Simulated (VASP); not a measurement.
Calculation: PBEsol GGA with spin-orbit coupling, VASP's PBE PAW potentials (set 64) (plane waves; VASP).

Input for VASP

### INCAR
```
EDIFF=1E-6
ISMEAR=-1   ! Fermi-Dirac
LWAVE=F
ALGO=Normal   ! blocked Davidson
LREAL=F   ! projection in real space or not
SIGMA=0.05
LNONCOLLINEAR=T
PREC=Accurate
SYSTEM=La2O3
LCHARG=F
GGA_COMPAT=F
LORBIT=11
ENCUT=400
NELM=100
ISIF=2
MAGMOM=0.0 0.0 0.0 0.0 0.0 0.0 0.0 0.0 0.0 0.0 0.0 0.0 0.0 0.0 0.0
LSORBIT=T
LMAXMIX=6
LASPH=T
GGA=PS
```

### POSCAR
```
La2O3
12.260
  0.1606851550  -0.2783148450   0.0000000000
  0.1606851550   0.2783148450   0.0000000000
  0.0000000000   0.0000000000   0.5000000000
La O
2 3
direct
  0.3333330000   0.6666670000   0.2470000000
  0.6666670000   0.3333330000   0.7530000000
  0.0000000000   0.0000000000   0.0000000000
  0.3333330000   0.6666670000   0.6470000000
  0.6666670000   0.3333330000   0.3530000000
```

**KPOINTS**
```
Regular mesh
0
Gamma
 7 7 4
```

POTCAR, in this order: La O (PBE.64 set). Program: vasp_ncl.

The run wrote:

**OUTCAR**
```
 ion  position               nearest neighbor table
   1  0.333  0.667  0.247-   5 2.37   5 2.37   5 2.37   4 2.45   3 2.73   3 2.73   3 2.73
   2  0.667  0.333  0.753-   4 2.37   4 2.37   4 2.37   5 2.45   3 2.73   3 2.73   3 2.73
   3  0.000  0.000  0.000-   1 2.73   2 2.73   2 2.73   1 2.73   2 2.73   1 2.73
   4  0.333  0.667  0.647-   2 2.37   2 2.37   2 2.37   1 2.45
   5  0.667  0.333  0.353-   1 2.37   1 2.37   1 2.37   2 2.45
  LATTYP: Found a hexagonal cell.
 ALAT       =     3.9399999213
 C/A-ratio  =     1.5558375945
 Subroutine PRICEL returns:
 Original cell was already a primitive cell.
 Subroutine GETGRP returns: Found 12 space group operations
The static configuration has the point symmetry D_3d.
The dynamic configuration has the point symmetry D_3d.
The overall configuration has the point symmetry D_3d.
 Subroutine INISYM returns: Found 12 space group operations
 Subroutine IBZKPT returns following result:
 Found     28 irreducible k-points:

 Following reciprocal coordinates:
            Coordinates               Weight
  0.000000  0.000000  0.000000      1.000000
  0.142857 -0.000000  0.000000      6.000000
  0.285714 -0.000000  0.000000      6.000000
  0.428571 -0.000000  0.000000      6.000000
  0.142857  0.142857  0.000000      6.000000
  0.285714  0.142857  0.000000     12.000000
  0.428571  0.142857  0.000000      6.000000
  0.285714  0.285714  0.000000      6.000000
  0.000000  0.000000  0.250000      2.000000
  0.142857 -0.000000  0.250000      6.000000
 -0.000000  0.142857  0.250000      6.000000
  0.285714 -0.000000  0.250000      6.000000
 -0.000000  0.285714  0.250000      6.000000
  0.428571 -0.000000  0.250000      6.000000
 -0.000000  0.428571  0.250000      6.000000
  0.142857  0.142857  0.250000     12.000000
  0.285714  0.142857  0.250000     12.000000
 -0.142857  0.428571  0.250000     12.000000
  0.428571  0.142857  0.250000     12.000000
...
```

File OSZICAR:
```
       N       E                     dE             d eps       ncg     rms          rms(c)
DAV:   1     0.527796704321E+03    0.52780E+03   -0.12368E+04  2704   0.206E+03
DAV:   2     0.152111359475E+03   -0.37569E+03   -0.36229E+03  3608   0.449E+02
DAV:   3     0.125770105298E+01   -0.15085E+03   -0.14706E+03  4640   0.264E+02
DAV:   4    -0.446432952522E+02   -0.45901E+02   -0.44280E+02  5136   0.153E+02
DAV:   5    -0.489067509835E+02   -0.42635E+01   -0.42423E+01  5144   0.626E+01    0.134E+01
DAV:   6    -0.441676476208E+02    0.47391E+01   -0.37988E+01  4368   0.448E+01    0.692E+00
DAV:   7    -0.443383497748E+02   -0.17070E+00   -0.50059E+00  5240   0.253E+01    0.341E+00
DAV:   8    -0.443116164605E+02    0.26733E-01   -0.78936E-01  4960   0.100E+01    0.114E+00
DAV:   9    -0.442948337886E+02    0.16783E-01   -0.14248E-01  5056   0.359E+00    0.334E-01
DAV:  10    -0.442972088559E+02   -0.23751E-02   -0.21328E-02  5280   0.132E+00    0.172E-01
DAV:  11    -0.442980671887E+02   -0.85833E-03   -0.25934E-03  5360   0.579E-01    0.954E-02
DAV:  12    -0.442985474658E+02   -0.48028E-03   -0.10623E-03  5112   0.284E-01    0.422E-02
DAV:  13    -0.442986164139E+02   -0.68948E-04   -0.33778E-04  5304   0.179E-01    0.354E-02
DAV:  14    -0.442986190243E+02   -0.26104E-05   -0.99592E-05  5296   0.101E-01    0.229E-02
DAV:  15    -0.442986233268E+02   -0.43025E-05   -0.44650E-05  5272   0.625E-02    0.144E-02
DAV:  16    -0.442986275580E+02   -0.42313E-05   -0.41772E-05  5048   0.536E-02    0.410E-03
DAV:  17    -0.442986283431E+02   -0.78508E-06   -0.68396E-06  4120   0.267E-02
   1 F= -.44298628E+02 E0= -.44298628E+02  d E =-.454683E-10  mag=    -0.0000     0.0000    -0.0000
```

### OUTCAR
```
------------------------ aborting loop because EDIFF is reached ----------------------------------------
  FORCE on cell =-STRESS in cart. coord.  units (eV):
  Direction    XX          YY          ZZ          XY          YZ          ZX
  --------------------------------------------------------------------------------------
  Total       -4.0485995     -4.0485992     -3.7735339      0.0000000      0.0000000      0.0000000
  in kB      -78.7103525    -78.7103483    -73.3626980      0.0000000      0.0000000      0.0000000
  external PRESSURE =     -76.9277996 kB  Pullay stress =       0.0000000 kB
  volume of cell :       82.41
      direct lattice vectors                 reciprocal lattice vectors
     1.970000000 -3.412140000  0.000000000     0.253807107 -0.146535605  0.000000000
     1.970000000  3.412140000  0.000000000     0.253807107  0.146535605  0.000000000
     0.000000000  0.000000000  6.130000000     0.000000000  0.000000000  0.163132137
 POSITION                                       TOTAL-FORCE (eV/Angst)
 -----------------------------------------------------------------------------------
      1.97000      1.13738      1.51411         0.000000     -0.000000      0.037825
      1.97000     -1.13738      4.61589        -0.000000      0.000000     -0.037825
      0.00000      0.00000      0.00000        -0.000000     -0.000000      0.000000
      1.97000      1.13738      3.96611        -0.000000     -0.000000     -0.085797
      1.97000     -1.13738      2.16389         0.000000      0.000000      0.085797
 -----------------------------------------------------------------------------------
    total drift:                                0.000000     -0.000000      0.000000
  FREE ENERGIE OF THE ION-ELECTRON SYSTEM (eV)
  ---------------------------------------------------
  free  energy   TOTEN  =       -44.2986283431 eV

  energy  without entropy=      -44.2986283431  energy(sigma->0) =      -44.29862834

 total charge

# of ion       s       p       d       f       tot
--------------------------------------------------
    1        2.035   5.680   0.645   0.239   8.598
    2        2.035   5.680   0.645   0.239   8.598
    3        1.578   3.369   0.000   0.000   4.946
    4        1.591   3.456   0.000   0.000   5.046
    5        1.591   3.456   0.000   0.000   5.046
--------------------------------------------------
tot          8.829  21.639   1.289   0.478  32.236

 magnetization (x)

# of ion       s       p       d       f       tot
--------------------------------------------------
    1        0.000  -0.000  -0.000   0.000  -0.000
    2        0.000  -0.000  -0.000   0.000  -0.000
    3        0.000   0.000   0.000   0.000   0.000
    4       -0.000   0.000   0.000   0.000  -0.000
    5       -0.000   0.000   0.000   0.000  -0.000
--------------------------------------------------
tot         -0.000  -0.000  -0.000   0.000  -0.000

 magnetization (y)

# of ion       s       p       d       f       tot
--------------------------------------------------
    1        0.000   0.000   0.000   0.000   0.000
    2        0.000   0.000   0.000   0.000   0.000
    3        0.000  -0.000   0.000   0.000  -0.000
    4        0.000   0.000   0.000   0.000   0.000
    5        0.000   0.000   0.000   0.000   0.000
--------------------------------------------------
tot          0.000  -0.000   0.000   0.000  -0.000

 magnetization (z)

# of ion       s       p       d       f       tot
--------------------------------------------------
    1        0.000   0.000   0.000   0.000   0.000
    2        0.000   0.000   0.000   0.000   0.000
    3        0.000   0.000   0.000   0.000   0.000
    4        0.000   0.000   0.000   0.000   0.000
    5        0.000   0.000   0.000   0.000   0.000
--------------------------------------------------
tot          0.000   0.000   0.000   0.000   0.000

 Ion:    1  E_soc:     -0.5802019

 Ion:    2  E_soc:     -0.5802019

 Ion:    3  E_soc:     -0.0004923

 Ion:    4  E_soc:     -0.0004300

 Ion:    5  E_soc:     -0.0004300
```
(Selected blocks of OUTCAR.)

At this cut-off the stress carries a Pulay error, which pulls relaxed volumes low.

The structure is a typed La2O3 crystal. The cell was not relaxed at this level. The run is one of a series of settings (GGA_COMPAT = .FALSE., LNONCOLLINEAR = .TRUE., LSORBIT = .TRUE., MAGMOM = 0.0 0.0 0.0 0.0 0.0 0.0 0.0 0.0 0.0 0.0 0.0 0.0 0.0 0.0 0.0, program vasp_ncl against the base run), some of them coarse on purpose.
